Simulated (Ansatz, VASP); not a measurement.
One calculation of TlGa2Ag, two programs

The input INCAR:

```
SYSTEM = TlGa2Ag
ALGO = Fast
EDIFF = 1E-6
ENCUT = 520
GGA = PE
ISIF = 2
ISMEAR = -1
LASPH = .True.
LCHARG = .True.
LELF = .True.
LREAL = .False.
LVHAR = .True.
LWAVE = .False.
NBANDS = 33
NELM = 80
PREC = Accurate
SIGMA = 0.0103
```

File KPOINTS:

```
k-points
0
Gamma
  5 5 5
  0 0 0
```

Contents of POSCAR:

```
TlGa2Ag
1.0
    1.0990530000     -3.7953410000      0.0000000000
    1.0990530000     -1.7385390000     -3.3737360000
    7.1026850000      0.0000000000      0.0000000000
Ag Ga Tl
1 2 1
Direct
    0.5000000000      0.5000000000      0.5000000000
    0.7500000000      0.7500000000      0.7500000000
    0.2500000000      0.2500000000      0.2500000000
    0.0000000000      0.0000000000      0.0000000000
```

Input for Ansatz:

```yaml
crystal:
  lattice:
    - [1.099053, -3.795341, 0.0]
    - [1.099053, -1.738539, -3.373736]
    - [7.102685, 0.0, 0.0]
  atoms:
    - { symbol: Ag, position: [0.5, 0.5, 0.5] }
    - { symbol: Ga, position: [0.75, 0.75, 0.75] }
    - { symbol: Ga, position: [0.25, 0.25, 0.25] }
    - { symbol: Tl, position: [0.0, 0.0, 0.0] }
  symmetry: { tolerance: 0.0003 }
kpoints:
  mp_grid: { grid: [5, 5, 5], shift: [0, 0, 0] }
magnetization:
  spin_polarized: false
scf:
  occupations: { method: fermi_dirac, width: 0.0103 }
hamiltonian:
  pseudopotentials: { kind: paw }
  xc: pbe
basis:
  ecutwfc: 420
output:
  forces: true
  stress: true
  eigenvalues: true
accuracy: high
```

The cell was built by a generator and needn't be a form met in nature.

Alike in both runs: task single point; functional PBE; k mesh 5 × 5 × 5; occupations fermi-dirac, width 0.0103 eV; no spin polarisation.

```csv
,VASP,Ansatz
version,VASP 6.6.1,Ansatz 0.2.0
potentials or method,"VASP PAW PBE potentials, release 64 (Ag, Ga_d, Tl_d)",PAW plane waves
plane-wave cutoff (eV),520,420
valence electrons in the cell,50,58
```

Ansatz gave:

* gap on the k mesh at the Fermi level (eV): none
* pressure (GPa): 1.6
* largest component of the traceless stress (GPa): 0.11
* rms of the force components (eV/Å): 0.461

**Question.** What did VASP give for the same quantities?

**Answer.** gap on the k mesh at the Fermi level (eV): none; pressure (GPa): 1.7; largest component of the traceless stress (GPa): 0.12; rms of the force components (eV/Å): 0.461.

Atom by atom the forces differ by 0.000 eV/Å (rms over components). A gap of «none» marks a metal or a gap that the smearing closes. The two sets of potentials don't hold the same shells in valence. Ansatz warned: «structure_snapped_to_symmetry».

Caveats: the k mesh is coarse (spacing up to 0.37 Å⁻¹), so the values aren't converged; forces of over 1 eV/Å show positions far from the minimum, so gaps and moduli don't describe the material at rest. The runs have no spin-orbit coupling, so splittings on Tl are missing.
